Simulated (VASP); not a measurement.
Zn3P:

```
CELL_PARAMETERS angstrom
3.97552 0.00000 0.00000
0.00000 3.97552 0.00000
0.00000 0.00000 3.97552
ATOMIC_POSITIONS crystal
Zn 0.50000 0.50000 0.00000
Zn 0.50000 0.00000 0.50000
Zn 0.00000 0.50000 0.50000
P 0.00000 0.00000 0.00000
```

The cell comes from a database or a generator and needn't be the stable form of this composition.

```yaml
Program: VASP 6.6.1
Task: single point
Functional: PBE
Potentials_or_basis: VASP PAW PBE potentials, release 64 (Zn, P)
Cutoff: 520 eV
k_mesh: 7 × 7 × 7
Occupations: fermi-dirac, width 0.05 eV
Spin: no spin polarisation
```

On this cell: pressure -0.7 GPa; largest force zero by symmetry; band gap on the k mesh none (metal or under the smearing width).

The same run follows on a disturbed copy (atoms moved at random, drawn with an rms of 0.05 Å):

```
CELL_PARAMETERS angstrom
3.97552 0.00000 0.00000
0.00000 3.97552 0.00000
0.00000 0.00000 3.97552
ATOMIC_POSITIONS crystal
Zn 0.51229 0.50460 0.99853
Zn 0.50346 0.00167 0.50243
Zn 0.99755 0.50260 0.49446
P 0.99469 0.99696 0.00276
```

Question: What changes?

Answer: The energy (extrapolated to zero smearing) moves by +1.2 meV/atom; pressure -0.6 GPa; largest force 0.174 eV/Å; band gap on the k mesh none (metal or under the smearing width).

Forces on the atoms (eV/Å):
```
Zn  -0.114 -0.031 -0.029
Zn  -0.087  0.059 -0.006
Zn   0.171 -0.023  0.023
P    0.030 -0.005  0.012
```

Stress tensor (GPa, compression positive):
```
-0.56  0.07  0.01
 0.07 -0.59 -0.04
 0.01 -0.04 -0.54
```
